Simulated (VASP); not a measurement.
## NaF (relaxed from the zinc blende structure, space group F-43m): computed properties

The numbers are results of r2SCAN meta-GGA, VASP's PBE PAW potentials (set 64) (plane waves; VASP), not measurements.

```
Property                                                                         Result
---------------------------------------------  ----------------------------------------
space group                                                                 F-43m (216)
cell                                           a = b = c = 5.0488 Å, α = β = γ = 90.00°
volume per atom                                                           16.09 Å³/atom
band gap (over mesh and band path)                                              6.30 eV
smallest direct gap (over mesh and band path)                                   6.30 eV
band-edge character                                                      direct, Γ to Γ
density                                                                      2.17 g/cm³
```

NaF is modelled in the cubic space group F-43m (No. 216), the zinc blende structure, Pearson symbol cF8. Conventional cell: a = b = c = 5.049 Å, α = β = γ = 90.00°. Na on 4a sees 4 F at 2.186 Å (tetrahedral). F on 4d has 4 Na at 2.186 Å (tetrahedral). (Neighbours: up to the widest gap in distance over summed covalent radii, below 1.35, at either atom; cation-cation and far metal-metal contacts left out.)
(The calculation used a cell of 2 atoms; values per cell refer to that cell.)

The structure was generated: NaF was put into the zinc blende type (F-43m), which need not be its known phase. It was relaxed first, which changed the volume by -6 %. Symmetry was kept, so distortions that lower it aren't found.
